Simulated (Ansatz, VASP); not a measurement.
# Al21O (S5(210) boundary in fcc Al with O (interstitial)) in two plane-wave programs, part 2 of 3

Aim: how closely do two programs agree when they are given the same cell, functional and k mesh? Of the first pair: The structure shown is the start of the Ansatz relaxation below; VASP solves that cell, so the two are compared at the walk's first step.

VASP 6.6.1 and Ansatz 0.2.0.

So far: The structure; Ansatz: relaxation, PBE.

## Step 3: VASP: single point, PBE, start cell, pair 1

Level of this step: PBE; plane waves and PAW (Al, O) (VASP).

The same cell, functional, mesh and smearing now go to VASP, with its own data sets.

Lines of VASP's logs that name or quote its potential files are left out, and so is its time.

The input, INCAR:

```
SYSTEM = Al21O
PREC = Accurate
ENCUT = 520
EDIFF = 1E-06
NELM = 120
ISMEAR = -1
SIGMA = 0.1
LREAL = .FALSE.
ALGO = Normal
GGA = PE
NBANDS = 56
LORBIT = 11
LWAVE = .FALSE.
LCHARG = .FALSE.
ISIF = 2
LASPH = .TRUE.
GGA_COMPAT = .FALSE.
KPAR = 4
```

The input, POSCAR:

```
Al21O
1.0
    4.9577304970      0.0000000000      0.0000000000
    1.6525768323      3.6952741352      0.0000000000
    0.0000000000      0.0000000000     30.0082257911
Al O
21 1
Direct
    0.5999999742      0.7000001157      0.1666209804
    0.2000000026      0.4000001015      0.1967845097
    0.8000000210      0.1000000923      0.2269480058
    0.4000000954      0.8000000550      0.2571115351
    0.0000000236      0.5000000910      0.2872750312
    0.6000000520      0.2000000768      0.3174385606
    0.1999999248      0.9000001404      0.3476020899
    0.7999999432      0.6000001312      0.3777655860
    0.3999999716      0.3000001170      0.4079291153
    0.0000000000      0.0000001028      0.4380926114
    0.7999999432      0.6000001312      0.4984196701
    0.1999999248      0.9000001404      0.5285831662
    0.6000000520      0.2000000768      0.5587466955
    0.0000000236      0.5000000910      0.5889102249
    0.4000000954      0.8000000550      0.6190737210
    0.8000000210      0.1000000923      0.6492372503
    0.2000000026      0.4000001015      0.6794007464
    0.5999999742      0.7000001157      0.7095642757
    0.9999998998      0.0000001529      0.7397278051
    0.3999999716      0.3000001170      0.7698913012
    0.7999999432      0.6000001312      0.8000548305
    0.4999999897      0.7500001079      0.4380926114
```

The input, KPOINTS:

```
Automatic mesh
0
Gamma
6 6 1
0 0 0
```

Potentials, in the order of the species: Al and O (PBE family, release 64).

Launch:

```sh
> mpirun -np 4 vasp_std
```

Numbers of over 12 decimals in the logs are rounded to 6 here.

Log:

```text
[banner, memory and clock lines left out]
running    4 mpi-ranks, on    1 nodes
 distrk:  each k-point on    1 cores,    4 groups
 distr:  one band on    1 cores,    1 groups

 POSCAR found type information on POSCAR AlO
 POSCAR found :  2 types and      22 ions
|                                                                             |
|               ----> ADVICE to this user running VASP <----                  |
|                                                                             |
|     You have a (more or less) 'large supercell' and for larger cells it     |
|     might be more efficient to use real-space projection operators.         |
|     Therefore, try LREAL= Auto in the INCAR file.                           |
|     Mind: For very accurate calculation, you might also keep the            |
|     reciprocal projection scheme (i.e. LREAL=.FALSE.).                      |
|                                                                             |

 LDA part: xc-table for (Slater+PW92), standard interpolation
 POSCAR, INCAR and KPOINTS ok, starting setup
 FFT: planning ... GRIDC
 FFT: planning ... GRID_SOFT
 FFT: planning ... GRID
 WAVECAR not read
 entering main loop
       N       E                     dE             d eps       ncg     rms          rms(c)
DAV:   1     0.173419302585E+03    0.17342E+03   -0.23174E+04  1456   0.947E+02
DAV:   2    -0.596357021210E+02   -0.23306E+03   -0.21634E+03  1816   0.153E+02
DAV:   3    -0.853502880530E+02   -0.25715E+02   -0.24731E+02  2080   0.439E+01
DAV:   4    -0.863754494954E+02   -0.10252E+01   -0.10197E+01  1816   0.987E+00
DAV:   5    -0.864325384473E+02   -0.57089E-01   -0.57074E-01  2344   0.245E+00    0.948E+00
DAV:   6    -0.886170796253E+02   -0.21845E+01   -0.17777E+01  1848   0.222E+01    0.888E+00
DAV:   7    -0.851001780368E+02    0.35169E+01   -0.26383E+01  1872   0.218E+01    0.507E+00
DAV:   8    -0.830086936203E+02    0.20915E+01   -0.11297E+01  1736   0.106E+01    0.255E+00
DAV:   9    -0.849922995761E+02   -0.19836E+01   -0.12296E+01  1912   0.771E+00    0.345E+00
DAV:  10    -0.828965976243E+02    0.20957E+01   -0.11461E+01  1896   0.726E+00    0.948E-01
DAV:  11    -0.828758793966E+02    0.20718E-01   -0.29344E-01  1792   0.181E+00    0.659E-01
DAV:  12    -0.828703117486E+02    0.55676E-02   -0.60929E-02  1808   0.871E-01    0.382E-01
DAV:  13    -0.828683096173E+02    0.20021E-02   -0.88103E-03  1896   0.317E-01    0.236E-01
DAV:  14    -0.828652763569E+02    0.30333E-02   -0.28735E-03  1792   0.170E-01    0.987E-02
[...]
DAV:  18    -0.828636531488E+02   -0.33812E-03   -0.82632E-05  1720   0.271E-02    0.149E-02
DAV:  19    -0.828643550473E+02   -0.70190E-03   -0.12208E-04  1736   0.269E-02    0.109E-02
DAV:  20    -0.828645158994E+02   -0.16085E-03   -0.13032E-05  1872   0.172E-02    0.421E-03
DAV:  21    -0.828645691994E+02   -0.53300E-04   -0.60888E-06  1752   0.748E-03    0.391E-03
DAV:  22    -0.828646071453E+02   -0.37946E-04   -0.28915E-06  1544   0.521E-03    0.123E-03
DAV:  23    -0.828646175426E+02   -0.10397E-04   -0.99335E-07  1408   0.259E-03    0.885E-04
DAV:  24    -0.828646193832E+02   -0.18405E-05   -0.18664E-07  1288   0.113E-03    0.736E-04
DAV:  25    -0.828646200105E+02   -0.62731E-06   -0.10599E-07  1240   0.868E-04
   1 F= -.82864620E+02 E0= -.82701963E+02  d E =-.325314E+00
```

Parts of OUTCAR (step 3):

```text
ion  position               nearest neighbor table
   1  0.600  0.700  0.167-   3 2.86   3 2.86   4 2.86   2 2.86   2 2.86   2 2.86
   2  0.200  0.400  0.197-   5 2.86   3 2.86   3 2.86   3 2.86   4 2.86   4 2.86   1 2.86   1 2.86
                             1 2.86
   3  0.800  0.100  0.227-   2 2.86   2 2.86   5 2.86   5 2.86   2 2.86   4 2.86   4 2.86   1 2.86
                             1 2.86   6 2.86   4 2.86
   4  0.400  0.800  0.257-   5 2.86   6 2.86   6 2.86   3 2.86   3 2.86   1 2.86   2 2.86   2 2.86
                             5 2.86   5 2.86   7 2.86   3 2.86
   5  0.000  0.500  0.287-   2 2.86   4 2.86   3 2.86   3 2.86   4 2.86   4 2.86   6 2.86   6 2.86
                             6 2.86   8 2.86   7 2.86   7 2.86
   6  0.600  0.200  0.317-   7 2.86   8 2.86   8 2.86   4 2.86   4 2.86   5 2.86   5 2.86   3 2.86
                             5 2.86   9 2.86   7 2.86   7 2.86
   7  0.200  0.900  0.348-  10 2.86   6 2.86   8 2.86   8 2.86   8 2.86   9 2.86   9 2.86   5 2.86
                             5 2.86   4 2.86   6 2.86   6 2.86
   8  0.800  0.600  0.378-  22 2.26   6 2.86   6 2.86   7 2.86   7 2.86   7 2.86  10 2.86  10 2.86
                             9 2.86   9 2.86   9 2.86   5 2.86
   9  0.400  0.300  0.408-  22 2.26  22 2.26  10 2.86  10 2.86   7 2.86   7 2.86  10 2.86   8 2.86
                             8 2.86   8 2.86   6 2.86
  10  0.000  0.000  0.438-  22 2.26   7 2.86   9 2.86   9 2.86   9 2.86   8 2.86   8 2.86  12 2.86
                            11 2.86  11 2.86
  11  0.800  0.600  0.498-  22 2.26  13 2.86  13 2.86  12 2.86  12 2.86  12 2.86  14 2.86  10 2.86
                            10 2.86
  12  0.200  0.900  0.529-  13 2.86  11 2.86  11 2.86  11 2.86  10 2.86  14 2.86  14 2.86  15 2.86
                            13 2.86  13 2.86
  13  0.600  0.200  0.559-  12 2.86  11 2.86  11 2.86  15 2.86  15 2.86  14 2.86  14 2.86  16 2.86
                            14 2.86  12 2.86  12 2.86
  14  0.000  0.500  0.589-  17 2.86  15 2.86  16 2.86  16 2.86  15 2.86  15 2.86  13 2.86  13 2.86
                            13 2.86  11 2.86  12 2.86  12 2.86
  15  0.400  0.800  0.619-  14 2.86  13 2.86  13 2.86  16 2.86  16 2.86  18 2.86  17 2.86  17 2.86
                            14 2.86  14 2.86  12 2.86  16 2.86
  16  0.800  0.100  0.649-  17 2.86  17 2.86  14 2.86  14 2.86  17 2.86  15 2.86  15 2.86  18 2.86
                            18 2.86  19 2.86  13 2.86  15 2.86
  17  0.200  0.400  0.679-  14 2.86  16 2.86  16 2.86  16 2.86  15 2.86  15 2.86  18 2.86  18 2.86
                            20 2.86  18 2.86  19 2.86  19 2.86
  18  0.600  0.700  0.710-  20 2.86  20 2.86  19 2.86  19 2.86  16 2.86  16 2.86  15 2.86  17 2.86
                            17 2.86  21 2.86  17 2.86  19 2.86
  19  1.000  0.000  0.740-  20 2.86  21 2.86  21 2.86  18 2.86  18 2.86  16 2.86  20 2.86  20 2.86
                            18 2.86  17 2.86  17 2.86
  20  0.400  0.300  0.770-  19 2.86  18 2.86  18 2.86  19 2.86  19 2.86  21 2.86  21 2.86  17 2.86
                            21 2.86
  21  0.800  0.600  0.800-  19 2.86  19 2.86  20 2.86  20 2.86  18 2.86  20 2.86
  22  0.500  0.750  0.438-   8 2.26   9 2.26   9 2.26  10 2.26  11 2.26

  LATTYP: Found a base centered orthorhombic cell.
 ALAT       =     4.0479700000
 B/A-ratio  =     2.2360679775
 C/A-ratio  =     7.4131541961

 Subroutine GETGRP returns: Found  2 space group operations
 (whereof  2 operations were pure point group operations)

The static configuration has the point symmetry C_1h.

 Found     13 irreducible k-points:

   k-points           NKPTS =     13   k-points in BZ     NKDIM =     13   number of bands    NBANDS=     56

   dimension x,y,z NGX =    40 NGY =   30 NGZ =  224
   dimension x,y,z NGXF=    80 NGYF=   60 NGZF=  448

   ENCUT  =  520.0 eV  38.22 Ry    6.18 a.u.   9.22  7.53 55.80*2*pi/ulx,y,z

   NELECT =      69.0000    total number of electrons

 k-points in reciprocal lattice and weights: Automatic mesh
   0.00000000  0.00000000  0.00000000       0.028
   0.16666667  0.00000000  0.00000000       0.056
   0.33333333 -0.00000000  0.00000000       0.056
   0.50000000  0.00000000  0.00000000       0.028
   0.00000000  0.16666667  0.00000000       0.111
   0.33333333  0.16666667  0.00000000       0.111
   0.50000000  0.16666667  0.00000000       0.111
   0.00000000  0.33333333  0.00000000       0.111
   0.16666667  0.33333333  0.00000000       0.056
   0.50000000  0.33333333  0.00000000       0.111
  -0.33333333  0.33333333  0.00000000       0.056
   0.00000000  0.50000000  0.00000000       0.056
   0.16666667  0.50000000  0.00000000       0.111

 average (electrostatic) potential at core
       1 -76.9386       2 -76.9882       3 -76.9216       4 -76.9041       5 -76.9496
       6 -76.9723       7 -76.8884       8 -77.2449       9 -77.5131      10 -77.1098
      11 -77.1461      12 -77.0427      13 -76.9461      14 -76.9973      15 -76.9369
      16 -76.9546      17 -76.9515      18 -76.9747      19 -76.9522      20 -77.0336
      21 -76.9434      22 -72.7530

 E-fermi :   3.6495

 k-point     1 :       0.0000    0.0000    0.0000
  band No.  band energies     occupation
    ...
     30       3.1944      1.97911
     31       3.3450      1.90910
     32       3.3913      1.85934
     33       3.5317      1.52903
     34       3.7048      0.72994
     35       3.8160      0.31797
     36       4.0867      0.02493
     37       4.1627      0.01173
     38       4.1738      0.01051
     39       4.1747      0.01042
    ...

 k-point     2 :       0.1667    0.0000    0.0000
  band No.  band energies     occupation
    ...
     28       3.0894      1.99264
     29       3.1438      1.98735
     30       3.1839      1.98116
     31       3.4170      1.82182
     32       3.6031      1.22772
     33       3.7806      0.42436
     34       3.8491      0.23908
     35       4.0148      0.05052
     36       4.0548      0.03414
     37       4.1914      0.00882
    ...

 k-point     3 :       0.3333   -0.0000    0.0000
  band No.  band energies     occupation
    ...
     28       2.7403      1.99977
     29       2.8262      1.99947
     30       3.2389      1.96757
     31       3.5368      1.51029
     32       3.5827      1.32206
     33       3.8699      0.19867
     34       4.3219      0.00240
     35       4.4881      0.00046
     36       4.5524      0.00024
     37       4.9750      0.00000
    ...

  Total       -7.9273561     -5.9166252     -2.8692355      1.1240328      0.1555173     -0.3477473
  in kB      -23.1030359    -17.2430760     -8.3619368      3.2758172      0.4532309     -1.0134550
  external PRESSURE =     -16.2360162 kB  Pullay stress =       0.0000000 kB

  energy-cutoff  :      520.00
  volume of cell :      549.76
      direct lattice vectors                 reciprocal lattice vectors
     4.957730497  0.000000000  0.000000000     0.201705196 -0.090205306  0.000000000
     1.652576832  3.695274135  0.000000000     0.000000000  0.270615917  0.000000000
     0.000000000  0.000000000 30.008225791     0.000000000  0.000000000  0.033324196

 POSITION                                       TOTAL-FORCE (eV/Angst)
 -----------------------------------------------------------------------------------
      4.13144      2.58669      5.00000        -0.078960      0.035312      0.399321
      1.65258      1.47811      5.90515        -0.010836      0.004846     -0.274994
      4.13144      0.36953      6.81031         0.006942     -0.003105     -0.135649
      3.30515      2.95622      7.71546        -0.005910      0.002643     -0.077851
      0.82629      1.84764      8.62061         0.051344     -0.022962      0.057929
      3.30515      0.73906      9.52577        -0.004731      0.002116      0.223637
      2.47887      3.32575     10.43092        -0.164732      0.073670     -0.450982
      4.95773      2.21716     11.33608        -0.030307      0.013554      0.530298
      2.47887      1.10858     12.24123         0.172590     -0.077184      0.423583
      0.00000      0.00000     13.14638         0.906915     -0.405585      0.251292
      4.95773      2.21716     14.95669        -0.436032      0.194999     -0.848068
      2.47887      3.32575     15.86184        -0.089390      0.039977     -0.073693
      3.30515      0.73906     16.76700        -0.104595      0.046776     -0.153108
      0.82629      1.84764     17.67215         0.105581     -0.047217     -0.009018
      3.30515      2.95622     18.57730         0.010783     -0.004822      0.119665
      4.13144      0.36953     19.48246         0.042490     -0.019002      0.048916
      1.65258      1.47811     20.38761         0.050835     -0.022734     -0.042294
      4.13144      2.58669     21.29276        -0.050024      0.022372     -0.061670
      4.95773      0.00000     22.19792        -0.013131      0.005872      0.061152
      2.47887      1.10858     23.10307        -0.039601      0.017710      0.278837
      4.95773      2.21716     24.00823        -0.002645      0.001183     -0.259171
      3.71830      2.77146     13.14638        -0.316584      0.141581     -0.008136
 -----------------------------------------------------------------------------------
    total drift:                               -0.000573     -0.000134      0.000474

  FREE ENERGIE OF THE ION-ELECTRON SYSTEM (eV)
  ---------------------------------------------------
  free  energy   TOTEN  =       -82.8646200105 eV

  energy  without entropy=      -82.5393059704  energy(sigma->0) =      -82.70196299

 total charge
# of ion       s       p       d       tot
------------------------------------------
    1        0.502   0.260   0.000   0.762
    2        0.445   0.310   0.000   0.755
    3        0.440   0.327   0.000   0.767
    4        0.424   0.346   0.000   0.770
    5        0.434   0.333   0.000   0.767
    6        0.423   0.338   0.000   0.761
    7        0.441   0.336   0.000   0.777
    8        0.419   0.315   0.000   0.733
    9        0.423   0.290   0.000   0.713
   10        0.448   0.310   0.000   0.757
   11        0.428   0.303   0.000   0.732
   12        0.444   0.314   0.000   0.758
   13        0.437   0.329   0.000   0.766
   14        0.431   0.334   0.000   0.765
   15        0.432   0.338   0.000   0.770
   16        0.428   0.340   0.000   0.769
   17        0.435   0.335   0.000   0.769
   18        0.426   0.341   0.000   0.767
   19        0.439   0.329   0.000   0.767
   20        0.444   0.310   0.000   0.754
   21        0.503   0.261   0.000   0.764
   22        1.597   3.317   0.000   4.914
--------------------------------------------------
tot         10.843  10.014   0.000  20.857

[... 3 further parts left out ...]
```

## Step 4: Side by side

Known differences besides the potentials themselves: the cutoff is 420 eV in Ansatz and 520 eV in VASP. Total energies have different zeros and are not compared.

Forces on 7 of the 22 atoms, those with the largest forces and the largest differences (eV/Å; atoms numbered as in POSCAR):

| atom | Ansatz x, y, z | VASP x, y, z |
| --- | --- | --- |
| Al1 | -0.078, 0.035, 0.398 | -0.079, 0.035, 0.399 |
| Al7 | -0.165, 0.074, -0.450 | -0.165, 0.074, -0.451 |
| Al8 | -0.031, 0.014, 0.533 | -0.030, 0.014, 0.530 |
| Al9 | 0.173, -0.077, 0.426 | 0.173, -0.077, 0.424 |
| Al10 | 0.910, -0.407, 0.250 | 0.907, -0.406, 0.251 |
| Al11 | -0.435, 0.195, -0.847 | -0.436, 0.195, -0.848 |
| O22 | -0.320, 0.143, -0.013 | -0.317, 0.142, -0.008 |

The forces differ by 1.1 meV/Å r.m.s., which is 0.5 % of the r.m.s. force of 0.228 eV/Å (both taken over all components).

[end of part 2 of 3]

[Lines on the potential files, build, host, timing and source positions are cut from VASP's logs without a mark.]

[Logs are printed without paths, hosts, clocks, repeated set-up lines and the standing remarks that a program may print on its own settings, such as how far it seeks lower states.]

[Hosts, paths, dates, database ids (printed as entryN), source tags and the programs' standing remarks are cut or masked in the printed files.]
